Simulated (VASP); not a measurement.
Runs of VASP 6.6.1 on Sn. The structure is tetragonal, space group I4_1/amd (No. 141). The conventional cell has a = 5.832 Å, b = 5.832 Å, c = 3.182 Å, α = 90.00°, β = 90.00°, γ = 90.00°. Around Sn (site symmetry -4m2) lie 6 Sn at 3.02 to 3.18 Å. 

```tsv
task	level	potentials or basis	cell	cutoff (eV)	gap on the mesh (eV)	pressure (GPa)	relaxed volume (Å³/atom)
relaxation of cell and atoms	LDA	VASP PAW LDA potentials, release 64 (Sn_d)	relaxed	600	none	0.0	(b)
relaxation of cell and atoms	PBEsol	VASP PAW PBE potentials, release 64 (Sn_d)	relaxed	300	none	0.0	26.62
relaxation of cell and atoms	PBEsol	VASP PAW PBE potentials, release 64 (Sn)	relaxed	580	none	0.0	(a)
relaxation of cell and atoms	PBE+D3(BJ)	VASP PAW PBE potentials, release 64 (Sn_d)	relaxed	600	none	0.0	27.19
single point	PBEsol	VASP PAW PBE potentials, release 64 (Sn_d)	as given	520	none	-0.4	-
```

Alike in all rows: no spin polarisation; k mesh 16 × 16 × 16; smearing gaussian 0.1 eV.

Task: Fill in the values left out.

Result: (a) 26.91; (b) 26.19.

Caveats: the PAW data sets were made with another functional, which shifts forces and pressure a little (some runs); pairwise dispersion overbinds metals, which lowers pressure and volume (some runs).

A k mesh can miss the band edges, and the runs leave out spin-orbit coupling on Sn.

A gap of «none» marks a metal or a gap under the smearing width.

Not every run made on this cell is shown here.
